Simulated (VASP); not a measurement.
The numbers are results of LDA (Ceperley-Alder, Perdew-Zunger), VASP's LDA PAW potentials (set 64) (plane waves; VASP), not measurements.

VASP ran on this input.

**POSCAR**
```
WS2
1
    1.5642004382    -2.7092746107     0.0000000000
    1.5642004382     2.7092746107     0.0000000000
    0.0000000000     0.0000000000    12.1782107521
W S
2 4
Direct
  0.3333330000   0.6666670000   0.2500000000
  0.6666670000   0.3333330000   0.7500000000
  0.3333330000   0.6666670000   0.8784065417
  0.6666670000   0.3333330000   0.3784065417
  0.6666670000   0.3333330000   0.1215934583
  0.3333330000   0.6666670000   0.6215934583
```

File KPOINTS:
```
Automatic mesh
0
Gamma
8 8 2
0 0 0
```

INCAR:
```
! general
SYSTEM  =WS2
PREC    =Accurate
ENCUT   =400   ! plane-wave cut-off (eV)
LREAL   =.FALSE.
LASPH   =.TRUE.

! electronic loop
EDIFF   =1E-8   ! SCF stop (eV)
NELM    =100
ALGO    =Normal   ! blocked Davidson
LMAXMIX =6   ! l cut-off of mixed one-centre charges

! smearing
ISMEAR  =0   ! Gaussian
SIGMA   =0.01

! output
LWAVE   =.FALSE.
LCHARG  =.FALSE.

! other
LEPSILON=.TRUE.
```

POTCAR, in this order: W_sv S (LDA.64 set). Program: vasp_std.

Output

**OSZICAR**
```
...
RMM:   5    -0.254637596557E+01   -0.29897E-04   -0.12400E-04  2469   0.269E-02
RMM:   6    -0.254637814129E+01   -0.21757E-05   -0.18851E-05  2492   0.656E-03
RMM:   7    -0.254637833216E+01   -0.19087E-06   -0.10901E-05  2508   0.237E-03
RMM:   8    -0.254637836377E+01   -0.31606E-07   -0.50963E-06  2231   0.136E-03
RMM:   9    -0.254637837994E+01   -0.16170E-07   -0.79640E-06  1821   0.111E-03
RMM:  10    -0.254637838155E+01   -0.16121E-08   -0.88590E-07  1592   0.105E-03
RMM:  11    -0.254637836414E+01    0.17414E-07   -0.10037E-05  1497   0.104E-03
RMM:  12    -0.254637838015E+01   -0.16019E-07   -0.70875E-07  1468   0.104E-03
 Linear response to external field, progress :
  Direction:   1
       N       E                     dE             d eps       ncg     rms          rms(c)
RMM:   1    -0.356742706837E+01   -0.35674E+01   -0.20193E+01  4705   0.114E+01
RMM:   2    -0.394643282793E+01   -0.37901E+00   -0.29139E-01  4399   0.187E+00    0.368E+00
RMM:   3    -0.379387971672E+01    0.15255E+00   -0.22540E-01  4604   0.217E+00    0.198E+00
RMM:   4    -0.385533686341E+01   -0.61457E-01   -0.17578E-01  5003   0.212E+00    0.412E-01
RMM:   5    -0.386782791665E+01   -0.12491E-01   -0.73192E-03  4683   0.595E-01    0.473E-02
RMM:   6    -0.387124722769E+01   -0.34193E-02   -0.24995E-03  4875   0.186E-01    0.277E-02
RMM:   7    -0.387069851469E+01    0.54871E-03    0.15506E-03  5017   0.614E-02    0.861E-03
RMM:   8    -0.387102017441E+01   -0.32166E-03   -0.69174E-04  5190   0.185E-02    0.223E-03
RMM:   9    -0.387104550663E+01   -0.25332E-04   -0.96052E-05  5302   0.632E-03    0.109E-03
RMM:  10    -0.387104282071E+01    0.26859E-05   -0.69000E-05  5636   0.303E-03    0.317E-04
RMM:  11    -0.387105892467E+01   -0.16104E-04   -0.23787E-04  5812   0.199E-03    0.151E-04
RMM:  12    -0.387105519795E+01    0.37267E-05   -0.20151E-04  5804   0.169E-03    0.557E-05
RMM:  13    -0.387105040645E+01    0.47915E-05   -0.16026E-04  5182   0.159E-03    0.584E-05
RMM:  14    -0.387104361110E+01    0.67954E-05   -0.81447E-05  4462   0.156E-03    0.295E-05
RMM:  15    -0.387103851721E+01    0.50939E-05   -0.37043E-05  4380   0.156E-03    0.406E-05
RMM:  16    -0.387103764582E+01    0.87139E-06   -0.12986E-05  4338   0.156E-03    0.272E-05
RMM:  17    -0.387103705896E+01    0.58686E-06   -0.20633E-05  4358   0.156E-03    0.359E-05
RMM:  18    -0.387103707115E+01   -0.12187E-07   -0.34073E-05  4387   0.156E-03    0.273E-05
RMM:  19    -0.387103701490E+01    0.56247E-07   -0.21625E-05  4389   0.156E-03    0.343E-05
RMM:  20    -0.387103705500E+01   -0.40096E-07   -0.17781E-05  4392   0.156E-03    0.294E-05
RMM:  21    -0.387103703610E+01    0.18898E-07   -0.21209E-05  4429   0.156E-03    0.355E-05
RMM:  22    -0.387103704895E+01   -0.12852E-07   -0.20061E-05  4443   0.156E-03    0.332E-05
 Linear response to external field, progress :
  Direction:   2
       N       E                     dE             d eps       ncg     rms          rms(c)
RMM:   1    -0.356259227884E+01   -0.35626E+01   -0.20145E+01  4661   0.113E+01
RMM:   2    -0.394700324185E+01   -0.38441E+00   -0.28602E-01  4408   0.186E+00    0.368E+00
RMM:   3    -0.379376088885E+01    0.15324E+00   -0.21985E-01  4596   0.216E+00    0.198E+00
RMM:   4    -0.385620441210E+01   -0.62444E-01   -0.18497E-01  5048   0.213E+00    0.416E-01
RMM:   5    -0.386862176537E+01   -0.12417E-01   -0.12166E-02  4670   0.604E-01    0.458E-02
RMM:   6    -0.387127222350E+01   -0.26505E-02   -0.32442E-03  4826   0.191E-01    0.291E-02
RMM:   7    -0.387094836642E+01    0.32386E-03   -0.17221E-03  5089   0.630E-02    0.854E-03
RMM:   8    -0.387100222494E+01   -0.53859E-04   -0.45621E-04  5197   0.185E-02    0.234E-03
RMM:   9    -0.387106529359E+01   -0.63069E-04   -0.10013E-04  5339   0.630E-03    0.115E-03
RMM:  10    -0.387109090985E+01   -0.25616E-04   -0.35801E-04  5658   0.298E-03    0.288E-04
RMM:  11    -0.387108613922E+01    0.47706E-05   -0.28682E-04  5886   0.193E-03    0.151E-04
RMM:  12    -0.387110432063E+01   -0.18181E-04   -0.47019E-04  5847   0.162E-03    0.761E-05
RMM:  13    -0.387110809138E+01   -0.37707E-05   -0.49779E-04  5255   0.154E-03    0.647E-05
RMM:  14    -0.387110641538E+01    0.16760E-05   -0.48324E-04  4697   0.151E-03    0.595E-05
RMM:  15    -0.387110306615E+01    0.33492E-05   -0.44542E-04  4659   0.151E-03    0.566E-05
RMM:  16    -0.387109986107E+01    0.32051E-05   -0.41627E-04  4617   0.151E-03    0.583E-05
 Linear response to external field, progress :
  Direction:   3
       N       E                     dE             d eps       ncg     rms          rms(c)
RMM:   1    -0.234762583595E+01   -0.23476E+01   -0.10686E+01  2201   0.103E+01
RMM:   2    -0.254212418257E+01   -0.19450E+00   -0.16607E-01  2088   0.156E+00    0.467E+00
RMM:   3    -0.175480156660E+01    0.78732E+00   -0.43537E+00  2397   0.522E+00    0.202E+00
RMM:   4    -0.170391229841E+01    0.50889E-01   -0.40890E-01  2505   0.153E+00    0.916E-01
RMM:   5    -0.170808035266E+01   -0.41681E-02   -0.59913E-02  2111   0.838E-01    0.389E-01
RMM:   6    -0.171539645367E+01   -0.73161E-02   -0.46674E-03  2199   0.263E-01    0.288E-01
RMM:   7    -0.172039144081E+01   -0.49950E-02   -0.42462E-03  2365   0.176E-01    0.369E-02
RMM:   8    -0.172006327579E+01    0.32817E-03    0.15112E-03  2227   0.445E-02    0.431E-02
RMM:   9    -0.172011550640E+01   -0.52231E-04    0.13317E-03  2366   0.168E-02    0.230E-02
RMM:  10    -0.172000473200E+01    0.11077E-03    0.11458E-03  2435   0.118E-02    0.261E-03
RMM:  11    -0.172002040968E+01   -0.15678E-04    0.10560E-03  2430   0.379E-03    0.793E-04
RMM:  12    -0.172000551098E+01    0.14899E-04    0.13627E-03  2602   0.185E-03    0.722E-04
RMM:  13    -0.172001717378E+01   -0.11663E-04    0.12924E-03  2408   0.128E-03    0.194E-04
RMM:  14    -0.172000722531E+01    0.99485E-05    0.14017E-03  2517   0.855E-04    0.834E-05
RMM:  15    -0.172002585764E+01   -0.18632E-04    0.11790E-03  1951   0.682E-04    0.779E-05
RMM:  16    -0.172000745574E+01    0.18402E-04    0.14033E-03  1957   0.672E-04    0.183E-05
RMM:  17    -0.172002377150E+01   -0.16316E-04    0.11929E-03  1458   0.650E-04    0.171E-05
RMM:  18    -0.172000793386E+01    0.15838E-04    0.13978E-03  1448   0.650E-04    0.244E-05
RMM:  19    -0.172002269054E+01   -0.14757E-04    0.12119E-03  1422   0.650E-04    0.104E-05
RMM:  20    -0.172001015983E+01    0.12531E-04    0.13770E-03  1420   0.648E-04    0.205E-05
RMM:  21    -0.172002685698E+01   -0.16697E-04    0.11919E-03  1427   0.649E-04    0.113E-05
RMM:  22    -0.172000748191E+01    0.19375E-04    0.13855E-03  1421   0.647E-04    0.182E-05
RMM:  23    -0.172002865714E+01   -0.21175E-04    0.11796E-03  1437   0.648E-04    0.123E-05
RMM:  24    -0.172000856969E+01    0.20087E-04    0.13724E-03  1421   0.647E-04    0.171E-05
RMM:  25    -0.172003023056E+01   -0.21661E-04    0.11675E-03  1421   0.648E-04    0.120E-05
RMM:  26    -0.172001054304E+01    0.19688E-04    0.13496E-03  1410   0.647E-04    0.160E-05
RMM:  27    -0.172003202129E+01   -0.21478E-04    0.11555E-03  1405   0.648E-04    0.116E-05
RMM:  28    -0.172000834246E+01    0.23679E-04    0.13697E-03  1403   0.647E-04    0.151E-05
RMM:  29    -0.172003272982E+01   -0.24387E-04    0.11494E-03  1406   0.648E-04    0.105E-05
RMM:  30    -0.172000686255E+01    0.25867E-04    0.13860E-03  1390   0.647E-04    0.141E-05
RMM:  31    -0.172003138264E+01   -0.24520E-04    0.11655E-03  1377   0.648E-04    0.103E-05
RMM:  32    -0.172000880601E+01    0.22577E-04    0.13698E-03  1361   0.647E-04    0.137E-05
RMM:  33    -0.172003365757E+01   -0.24852E-04    0.11439E-03  1365   0.648E-04    0.102E-05
RMM:  34    -0.172000960423E+01    0.24053E-04    0.13656E-03  1361   0.647E-04    0.130E-05
RMM:  35    -0.172003246841E+01   -0.22864E-04    0.11594E-03  1365   0.649E-04    0.976E-06
```

### OUTCAR
```
------------------------ aborting loop because EDIFF is reached ----------------------------------------

 HEAD OF MICROSCOPIC STATIC DIELECTRIC TENSOR (INDEPENDENT PARTICLE, excluding Hartree and local field effects)
 ------------------------------------------------------
          14.864287     0.000000     0.000000
           0.000000    14.864286     0.000000
           0.000000     0.000000     9.928064
 ------------------------------------------------------

 MACROSCOPIC STATIC DIELECTRIC TENSOR (including local field effects in DFT)
 ------------------------------------------------------
          14.006644    -0.000000     0.000000
          -0.000000    14.006644     0.000000
           0.000000    -0.000000     6.785974
 ------------------------------------------------------

 PIEZOELECTRIC TENSOR (including local field effects)  for field in x, y, z        (e  Angst)
          XX          YY          ZZ          XY          YZ          ZX
  --------------------------------------------------------------------------------
  x     0.00000     0.00000     0.00000     0.00000     0.00000     0.00000
  y     0.00000     0.00000     0.00000     0.00000     0.00000     0.00000
  z     0.00000     0.00000     0.00000     0.00000     0.00000     0.00000

 PIEZOELECTRIC TENSOR (including local field effects)  for field in x, y, z        (C/m^2)
          XX          YY          ZZ          XY          YZ          ZX
  --------------------------------------------------------------------------------
  x     0.00000     0.00000     0.00000     0.00000     0.00000     0.00000
  y     0.00000     0.00000     0.00000     0.00000     0.00000     0.00000
  z     0.00000     0.00000     0.00000     0.00000     0.00000     0.00000

 BORN EFFECTIVE CHARGES (including local field effects) (in |e|, cummulative output)
 ---------------------------------------------------------------------------------
 ion    1
    1    -0.68577     0.00000     0.00000
    2     0.00000    -0.68577    -0.00000
    3     0.00000     0.00000    -0.56974
 ion    2
    1    -0.68577     0.00000     0.00000
    2     0.00000    -0.68577    -0.00000
    3     0.00000    -0.00000    -0.56974
 ion    3
    1     0.34289     0.00000     0.00000
    2     0.00000     0.34289     0.00000
    3     0.00000     0.00000     0.28487
 ion    4
    1     0.34289     0.00000    -0.00000
    2     0.00000     0.34289    -0.00000
    3    -0.00000    -0.00000     0.28487
 ion    5
    1     0.34289     0.00000    -0.00000
    2     0.00000     0.34289     0.00000
    3     0.00000     0.00000     0.28487
 ion    6
    1     0.34289     0.00000     0.00000
    2     0.00000     0.34289    -0.00000
    3     0.00000    -0.00000     0.28487
```
(Selected blocks of OUTCAR.)

The dielectric response may not be converged in the k-mesh; for small gaps it tends to come out too large.

The compound is WS2 in the 2H layered structure. It was relaxed first.
